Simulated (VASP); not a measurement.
An input for Ansatz (written as the equivalent of a VASP run, and not itself run):

Ansatz 0.2 input:
```yaml
crystal:
  lattice:
    - [0.0000000, 2.9532360, 2.9532360]
    - [2.9532360, 0.0000000, 2.9532360]
    - [2.9532360, 2.9532360, 0.0000000]
  atoms:
    - { symbol: Al, position: [0.2500000, 0.2500000, 0.2500000] }
    - { symbol: Al, position: [0.7500000, 0.7500000, 0.7500000] }
    - { symbol: Pt, position: [0.0000000, 0.0000000, 0.0000000] }
kpoints:
  mp_grid: { grid: [9, 9, 9] }
hamiltonian:
  xc: revpbe
  pseudopotentials: { kind: paw }
scf:
  occupations: { method: methfessel_paxton, width: 0.1 }
  max_iter: 100
output: { forces: true, stress: true, eigenvalues: true }
```

### Question
Translate this input to VASP (INCAR, KPOINTS, POSCAR, choice of POTCAR).

### Answer
Several could match; the one computed here: 
**INCAR**
```
ALGO = Normal
ENCUT = 520
SYSTEM = PtAl2
EDIFF = 1E-7
PREC = Accurate
ISIF = 2   ! forces and stress, cell fixed
LWAVE = .FALSE.
LMAXMIX = 6
LASPH = .TRUE.   ! aspherical one-centre terms
SIGMA = 0.1
NELM = 100   ! most electronic steps
GGA = RE   ! revPBE
LCHARG = .FALSE.
LREAL = .FALSE.
ISMEAR = 1   ! Methfessel-Paxton
```

### KPOINTS
```
Automatic mesh
0
Gamma
9 9 9
0 0 0
```

**POSCAR**
```
PtAl2
1
    0.0000000000     2.9532360172     2.9532360172
    2.9532360172     0.0000000000     2.9532360172
    2.9532360172     2.9532360172     0.0000000000
Al Pt
2 1
Direct
  0.2500000000   0.2500000000   0.2500000000
  0.7500000000   0.7500000000   0.7500000000
  0.0000000000   0.0000000000   0.0000000000
```

POTCAR, in this order: Al Pt (PBE.64 set). Program: vasp_std.

What does not carry over: each code has its own PAW files, so the cut-off isn't converted (ENCUT is set for VASP's; basis.ecutwfc is left out, and Ansatz then takes the one that its files recommend); Ansatz stops its SCF on the density residual and VASP on the energy change (EDIFF).

The compound is PtAl2 in the fluorite structure. This cell is one point of a volume scan, at 0.97 of the reference volume.
